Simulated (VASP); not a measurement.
Given:

```
Cu2O
1.0
    4.24599     0.00000     0.00000
    0.00000     4.24599     0.00000
    0.00000     0.00000     4.24599
Cu O
4 2
Direct
  0.25000   0.25000   0.25000
  0.25000   0.75000   0.75000
  0.75000   0.75000   0.25000
  0.75000   0.25000   0.75000
  0.00000   0.00000   0.00000
  0.50000   0.50000   0.50000
```

These are SCAN meta-GGA, VASP's PBE PAW potentials (set 64) (plane waves; VASP) values and carry that method's errors. Settings: 520 eV cut-off, 6×6×6 Γ-centred mesh, tetrahedra with Blöchl corrections, potentials Cu O.

The cores are frozen, which limits the accuracy of field gradients.

Q: Give the principal components of the electric field gradient (V/Å²) and the asymmetry η at each nucleus.

A: 
| atom | Vxx | Vyy | Vzz | η |
|---|---|---|---|---|
| Cu1 | 33.6 | 33.6 | -67.2 | 0.00 |
| Cu2 | 33.6 | 33.6 | -67.2 | 0.00 |
| Cu3 | 33.6 | 33.6 | -67.2 | 0.00 |
| Cu4 | 33.6 | 33.6 | -67.2 | 0.00 |
| O5 | 0.0 | 0.0 | 0.0 | - |
| O6 | 0.0 | 0.0 | 0.0 | - |

The structure comes from a measured Cu2O entry (Pn-3m) of the Crystallography Open Database, whose conditions weren't checked. It was relaxed first.
